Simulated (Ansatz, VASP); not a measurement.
# InH in two plane-wave programs, part 2 of 2

Aim: how closely do two programs agree when they are given the same cell, functional and k mesh? The cell is generated by rule, not measured, and may not be a known phase. The cell is taken from a series of runs on this material, whose earlier steps may have relaxed, scaled, displaced or heated it; both programs get it as it stands.

VASP 6.6.1 and Ansatz 0.2.0.

So far: The structure; VASP: zone-centre phonons, PBE.

The structure was built from a prototype and need not be the compound's stable phase.

## 3. Ansatz: zone-centre phonons, PBE

Level of this step: Ansatz beside VASP: Kohn-Sham DFT, plane waves, PBE (Ansatz).

Ansatz runs on its default PAW (the set named soft_2) files.

The same cell, functional, mesh and smearing now go to Ansatz, which takes its cutoff from its data sets.

Contents of input.yaml:

```yaml
crystal:
  lattice:
    - [3.7721968407, 2.531e-06, 0.0]
    - [-1.8861006122, 3.2668170266, 0.0]
    - [0.0, 0.0, 5.8913884265]
  atoms:
    - { symbol: In, position: [0.3333333333, 0.6666666667, 0.25] }
    - { symbol: In, position: [0.6666666667, 0.3333333333, 0.75] }
    - { symbol: H, position: [0.6666666667, 0.3333333333, 0.25] }
    - { symbol: H, position: [0.3333333333, 0.6666666667, 0.75] }
kpoints:
  mp_grid: { grid: [12, 12, 6] }
hamiltonian:
  xc: pbe
scf:
  occupations: { method: methfessel_paxton, width: 0.15 }
output:
  eigenvalues: true
phonons:
  method: dfpt
  qmesh: [2, 2, 1]
  temperatures: { t_max: 1000, t_step: 50 }
  qpath:
    path:
      - [[0.0, 0.0, 0.0], [0.5, 0.0, 0.0], [0.33333333, 0.33333333, 0.0], [0.0, 0.0, 0.0], [0.0, 0.0, 0.5], [0.5, 0.0, 0.5], [0.33333333, 0.33333333, 0.5], [0.0, 0.0, 0.5]]
      - [[0.5, 0.0, 0.5], [0.5, 0.0, 0.0]]
      - [[0.33333333, 0.33333333, 0.5], [0.33333333, 0.33333333, 0.0]]
    npoints: 10
```

The run is started by

```
ansatz run input.yaml --threads 4 --pin off --max-ram 7168MiB --backend cpu --events-out ev --progress --plain --runs-dir out
```

Numbers of over 12 decimals in the logs are rounded to 6 here.

The log of the run:

```text
Engine: ansatz 0.2.0, aarch64-unknown-linux-gnu
Pseudopotentials: kind: paw
Pseudopotential: In, paw, valence charge 13, recommended cutoff 420 eV (normal), In.paw.azcp
Pseudopotential: H, paw, valence charge 1, recommended cutoff 420 eV (normal), H.paw.azcp
Functional definition: PBE
  parameter kappa = 0.804
  parameter beta = 0.066725
  exchange = pbe_x(kappa = kappa, mu = beta*pi^2/3)
  correlation = pbe_c(beta = beta)
Crystal: 4 atoms, lattice volume = 72.600 Å³
Basis set: ecut = 420 eV, 1423 PW (Γ), exchange–correlation on 54×54×80 points (8 copies of the dense FFT grid, shifted against one another)
Bands: 18, of which v1, the nominal top of the filled ones, is band 14 counted from 1 (13 counted from 0)
Symmetry: 24 space group operations
k-points: 76 of 864
Non-local potential: In, projectors of the file, l = 0: 2, l = 1: 2, l = 2: 2, l = 3: 2
Non-local potential: H, projectors of the file, l = 0: 2, l = 1: 1
PAW form: soft (Blöchl's): semilocal exchange-correlation on the pseudo side does not see the compensation charge
PAW one-centre angular grid: In, 590 points (default); XC on 64 Gauss nodes
PAW one-centre angular grid: H, 110 points (default); XC on 64 Gauss nodes
Initial density: superposition of atomic densities (neutral atoms: chi_scale 0, normalization atom), corrected by the library's trained network
Initial wavefunctions: pseudopotential atomic-orbital guess
Functional: x = pbe(κ = 0.804, μ = 0.219515), c = pbe(β = 0.066725)
SCF iter   1: F=—  HF=-11225.486918 eV  |F-HF|=—  |Δ(HF+E_count)|=         —  Δρ=2.94e-3  dr2=7.72e-3  ethr=1.77e-3  ⟨swp⟩=5.5  Hψ=6514  notcnv=0
preconditioner: auto → Kerker (q_TF=auto, 2.328 Å⁻¹)  [metal: Δε(μ)=0.034 eV  Ē_g=14.272 eV  σ=0.150 eV  W_gap=0.19  n_scr=22 (ndim 8)  ℏωp=23.1 eV  f_vac=0.000  D(μ)=1.27/eV (n_scr^D=2)]
SCF iter   2: F=—  HF=-11225.484397 eV  |F-HF|=—  |Δ(HF+E_count)|=   2.52e-3  S|Δr|=    0.00e0  Δρ=1.59e-3  dr2=2.91e-3  ethr=2.76e-5  ⟨swp⟩=1.3  Hψ=2083  notcnv=0
SCF iter   3: F=—  HF=-11225.484153 eV  |F-HF|=—  |Δ(HF+E_count)|=   2.43e-4  S|Δr|=    0.00e0  Δρ=7.49e-4  dr2=3.29e-4  ethr=1.04e-5  ⟨swp⟩=2.8  Hψ=2449  notcnv=0
SCF iter   4: F=—  HF=-11225.484111 eV  |F-HF|=—  |Δ(HF+E_count)|=   4.18e-5  S|Δr|=    0.00e0  Δρ=3.33e-4  dr2=8.78e-5  ethr=1.17e-6  ⟨swp⟩=2.0  Hψ=2408  notcnv=0
SCF iter   5: F=—  HF=-11225.484154 eV  |F-HF|=—  |Δ(HF+E_count)|=   4.26e-5  S|Δr|=    0.00e0  Δρ=1.86e-4  dr2=1.58e-5  ethr=3.14e-7  ⟨swp⟩=2.0  Hψ=2408  notcnv=0
SCF iter   6: F=—  HF=-11225.484150 eV  |F-HF|=—  |Δ(HF+E_count)|=   4.27e-6  S|Δr|=    0.00e0  Δρ=1.66e-5  dr2=3.08e-7  ethr=5.63e-8  ⟨swp⟩=2.0  Hψ=2384  notcnv=0
SCF iter   7: F=—  HF=-11225.484150 eV  |F-HF|=—  |Δ(HF+E_count)|=   3.90e-8  S|Δr|=    0.00e0  Δρ=1.77e-5  dr2=1.46e-7  ethr=1.10e-9  ⟨swp⟩=2.0  Hψ=2415  notcnv=0
SCF iter   8: F=—  HF=-11225.484150 eV  |F-HF|=—  |Δ(HF+E_count)|=   6.07e-8  S|Δr|=    0.00e0  Δρ=5.44e-6  dr2=1.42e-8  ethr=5.20e-10  ⟨swp⟩=2.0  Hψ=2106  notcnv=0
SCF iter   9: F=—  HF=-11225.484150 eV  |F-HF|=—  |Δ(HF+E_count)|=   6.66e-9  S|Δr|=    0.00e0  Δρ=4.46e-7  dr2=1.18e-10  ethr=5.06e-11  ⟨swp⟩=2.0  Hψ=2317  notcnv=0
SCF iter  10: F=-11225.484150 eV  HF=-11225.484150 eV  |F-HF|=1.82e-12  |Δ(HF+E_count)|=  1.13e-10  S|Δr|=    0.00e0  Δρ=4.86e-8  dr2=1.79e-12  ethr=1.00e-12  ⟨swp⟩=4.7  Hψ=6779  notcnv=0
SCF 1 converged in 10 iterations: F = -11225.484150 eV  dr2 = 1.79e-12
  greatest PAW one-centre occupation: 0.983 electrons in one spin orbital (limit 2), on the In atom at site 1 (counted from 0), in its partial waves of l = 2
phonons: the bands overlap, so this run is a metal and interpolates without the dipole-dipole term. If the crystal is really an insulator or semiconductor, its LO-TO splitting is missing
NSCF: frozen V_eff on 76 k-points
NSCF: frozen V_eff on 296 k-points
DFPT response loops at q = (0, 0, 0) (fractional): preconditioner auto → Kerker (q_TF=auto, 2.328 Å⁻¹) (partly filled bands, converged f_vac=0.000); β = 1.00, the filter's whole step (`scf.mixing.beta` (0.50) is not read by the response loops under this deck's `scf.mixing.preconditioner`; to damp them name `kerker` or `kerker_dos`, under which they read `scf.mixing.beta`, and type it under 1.00, their step now; both keys bind the ground state too); Broyden in place of MSR1
NSCF: frozen V_eff on 592 k-points
DFPT response loops at q = (0, -0.5, 0) (fractional): mixed as the last ones told, above
SCF converged after 10 iterations
Stability not checked: this state was not tested for a lower state beside it, because cold or Methfessel-Paxton smearing, or corrected tetrahedra, fill the levels in a way that the test cannot read (fill_not_monotonic; see scf.lower_state_search)
Free energy (F): -11225.484150 eV
Harris-Foulkes:  -11225.484150 eV  (|F-HF|=1.82e-12)
Internal energy: -11225.484217 eV  (E = F + TS)
E sigma→0 (E₀):  -11225.484166 eV
Entropy (-TS):   0.000067 eV (0.017 meV/atom)
Fermi energy:    6.977502 eV
--- Per-component energies (eV) ---
  E_band       = -126.564243
  E_kinetic    = 505.646850
  E_local      = -2498.424855  (includes V_loc(G=0)·N_el)
  E_nonlocal   = 734.854787
  E_hartree    = 974.550111
  E_xc         = -448.454012
  E_vxc        = -221.019376  (∫ρ·V_xc dr)
  E_paw        = -8303.801074  (= ΣΔE_a)
  E_vpaw       = -596.719932  (= ΣTr[D̂ρ^β])
  E_aug_tail   = -0.001948  (compensation charges beyond the density's cutoff)
  E_ewald      = -2189.854077
  E_smearing   = 0.000067  (= −TS)
  E_closure    = -0.000000  (closes the sum)
  Σ components = -11225.484150   (vs F -11225.484150, Δ=0.00e0)
--- Band table (eV; the first three rows and the last of 76) ---
  k-point 0: bands = [... 10 lower, -2.3091, 0.7474, 4.5043, 9.6575, 9.9906, 12.1925, 12.1925, 14.0152]
  k-point 1: bands = [... 10 lower, -2.1916, 0.3134, 5.1571, 9.7403, 9.8259, 12.3024, 12.3024, 13.9124]
  k-point 2: bands = [... 10 lower, -1.8407, -0.5040, 6.5922, 9.2941, 10.0193, 12.0388, 12.6174, 12.6174]
  k-point 75: bands = [... 10 lower, 2.1549, 2.1549, 3.4988, 3.4988, 6.5611, 6.5611, 11.0279, 11.0279]
--- Phonons (Γ-DFPT): 4 representative perturbations + reference (Σ response iterations 14) ---
  ASR residual: 7.276e-6 → 0.000e0 eV/Å²; symmetrization residual: 1.522e-6 eV/Å²
  ASR residual per site (eV/Å²): 7.27e-6 7.27e-6 7.28e-6 7.28e-6
  Γ frequencies (cm⁻¹): -851.15 -206.61 -64.39 -64.39 0.00 0.00 0.00 66.17 424.61 424.61 487.95 487.95
--- Phonons (arbitrary-q DFPT): 2 irreducible q on the 2×2×1 mesh ---
  q = [0.0000, 0.0000, 0.0000] (star 1, of the zone-centre solve; hermiticity 2.15e-6, symmetrization 1.05e-7): -851.15 -206.61 -64.39 -64.39 0.00 0.00 0.00 66.17 424.61 424.61 487.95 487.95
  q = [0.0000, -0.5000, 0.0000] (star 3, 6 solved perturbations in 1528 linear systems a pass and spin channel, the states on 296 of 864 k-point pairs; hermiticity 5.33e-7, symmetrization 1.47e-7): -922.08 -700.01 -280.11 -277.26 -265.80 -67.40 18.22 52.23 89.90 92.33 150.08 251.93
  sum rule: each row above includes the acoustic sum rule's correction from the zone centre's row sums; it moved no ω² by more than (1.40 cm⁻¹)²
  mesh force constants: q→R imaginary residual 1.33e-17; ASR residual 7.276e-6 → 0.000e0 eV/Å²; symmetrization residual 1.332e-15 eV/Å²
  interpolated dispersion: 93 rows × 12 modes
  density of states and harmonic sums: on the 20×20×11 q-mesh, interpolated from the force constants of a 2×2×1 supercell (no non-analytic term)
  largest difference from the sums on the solved wave vectors: F 1.44e-1 eV, S 1.64e-4 and C_V 6.44e-5 eV/K
  zero-point energy: 0.046118 eV/cell   skipped modes (ω ≤ 0): 1583, of them read as no rigid motion or as one in doubt: 1580 (5.997e0 modes/cell left out, lowest -922.08 cm⁻¹)   left out of the sums: 5.00e-1 of the cell's modes: C_V's classical limit lies that fraction below 3 k_B per atom; for a crystal, a wire or a layer, F and S can be off by more, and a phonons.interpolated_qmesh denser along its periods is the remedy for the sampling
```

In the SCF lines HF is the Harris–Foulkes energy and dr2 the Hartree energy of the density residual, in eV; the loop may stop once dr2 is under the threshold and the program's other checks hold. Hψ counts applications of the Hamiltonian.

## 4. Comparison

Known differences besides the potentials themselves: VASP's run holds the zone centre alone; the cutoff is 420 eV in Ansatz and 500 eV in VASP. Total energies have different zeros and are not compared.

Compared:

| quantity | Ansatz | VASP | difference |
| --- | --- | --- | --- |
| optical mode 1 (imaginary, printed as negative) (cm⁻¹) | -851.1 | -851.9 | +0.8 |
| optical mode 2 (imaginary, printed as negative) (cm⁻¹) | -206.6 | -209.4 | +2.8 |
| optical mode 3 to 4 (imaginary, printed as negative) (cm⁻¹) | -64.4 | -64.6 | +0.2 |
| optical mode 5 (cm⁻¹) | 66.2 | 67.3 | -1.67 % |
| optical mode 6 to 7 (cm⁻¹) | 424.6 | 426.8 | -0.52 % |
| optical mode 8 to 9 (cm⁻¹) | 487.9 | 490.7 | -0.56 % |

Modes are paired by rising frequency, not by their patterns, so a pair may set unlike modes beside each other; they are those without the splitting of longitudinal modes.

## 5. Summary of results

```yaml
r_m_s_difference_of_the_optical_zone_centre_modes_each_program_s_sorted_by_frequency_zone_centre_phonons_pbe: 2.0 cm⁻¹
difference_in_optical_mode_5_zone_centre_phonons_pbe: -1.7 %
```

What this shows: The r.m.s. difference of the optical zone-centre modes, each program's sorted by frequency is 2.0 cm⁻¹ (zone-centre phonons, PBE). Among the rows given in per cent, the largest difference of the zone-centre phonons, PBE pair is in optical mode 5, -1.7 %. Such differences can come from data sets, numerical settings and the points named under the comparisons, not from the functional's error against experiment.

[Lines on the potential files, build, host, timing and source positions are cut from VASP's logs without a mark.]

[Logs are printed without paths, hosts, clocks, repeated set-up lines and the standing remarks that a program may print on its own settings, such as how far it seeks lower states.]

[Hosts, paths, dates, database ids (printed as entryN), source tags and the programs' standing remarks are cut or masked in the printed files.]
